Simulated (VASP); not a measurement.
## AlIn3N4 (ordered alloy cell): computed properties

Computed with PBEsol GGA, VASP's PBE PAW potentials (set 64) (plane waves; VASP).

```
Property                                                                                                             Result
---------------------------------------------  ----------------------------------------------------------------------------
space group                                                                                                          Pm (6)
cell                                           a = 5.5477 Å, b = 3.4131 Å, c = 5.9563 Å, α = 90.00°, β = 90.26°, γ = 90.00°
volume per atom                                                                                               14.10 Å³/atom
band gap (over mesh and band path)                                                                                  0.36 eV
smallest direct gap (over mesh and band path)                                                                       0.36 eV
band-edge character                                                                                          direct, Γ to Γ
density                                                                                                          6.29 g/cm³
```

```cif
data_AlIn3N4
_chemical_formula_sum 'In3 N4 Al1'
_space_group_name_H-M_alt 'Pm'
_space_group_IT_number 6
_space_group_name_Hall 'P -2y'
_cell_length_a 5.54774
_cell_length_b 3.41307
_cell_length_c 5.95630
_cell_angle_alpha 90.000
_cell_angle_beta 90.260
_cell_angle_gamma 90.000
loop_
_atom_site_label
_atom_site_type_symbol
_atom_site_symmetry_multiplicity
_atom_site_Wyckoff_symbol
_atom_site_fract_x
_atom_site_fract_y
_atom_site_fract_z
_atom_site_occupancy
In1 In 1 a 0.49783 0.00000 0.34278 1
In2 In 1 b 0.99968 0.50000 0.16486 1
In3 In 1 b 0.49691 0.50000 0.82481 1
N1 N 1 a 0.10951 0.00000 0.36292 1
N2 N 1 b 0.61293 0.50000 0.16353 1
N3 N 1 b 0.10196 0.50000 0.80585 1
N4 N 1 a 0.65618 0.00000 0.66972 1
Al1 Al 1 a 0.99702 0.00000 0.66554 1
```

Unless said otherwise, spin-orbit coupling is left out, though it shifts the bands of the heavy elements here.

The structure was generated: AlIn3N4 was put into an ordered model structure (Pm), which need not be its known phase. It was relaxed first. Symmetry was kept, so distortions that lower it aren't found.
